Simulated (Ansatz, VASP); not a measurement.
## Mg2ZnTe4: VASP beside Ansatz

```xyz
7
Lattice="0.0000 6.0315 0.0000 6.0315 0.0000 0.0000 3.0158 3.0158 -6.1427" Properties=species:S:1:pos:R:3 pbc="T T T"
Mg    3.0158    3.0158    0.0000
Mg    3.0158    6.0315   -3.0713
Zn    0.0000    0.0000    0.0000
Te    4.5237    4.5237   -4.6070
Te    1.5079    4.5237   -1.5357
Te    7.5394    7.5394   -4.6070
Te    4.5237    1.5079   -1.5357
```

Alike in both runs: task single point; functional PBE; k mesh 6 × 6 × 6; occupations fermi-dirac, width 0.033 eV; no spin polarisation.

```csv
,VASP,Ansatz
version,VASP 6.6.1,Ansatz 0.2.0
potentials or method,"VASP PAW PBE potentials, release 64 (Mg, Zn, Te)",PAW plane waves
plane-wave cutoff (eV),520,420
valence electrons in the cell,40,96
```

VASP gave:

```
pressure (GPa)                                  : 4.9
largest component of the traceless stress (GPa) : 0.77
rms of the force components (eV/Å)              : 0.497
```

Which values does Ansatz return?

Pressure (GPa): 4.8; largest component of the traceless stress (GPa): 0.76; rms of the force components (eV/Å): 0.497.

The two sets of potentials don't hold the same shells in valence.

Caveats: forces of over 1 eV/Å show positions far from the minimum, so gaps and moduli don't describe the material at rest. The runs have no spin-orbit coupling, so splittings on Te are missing.
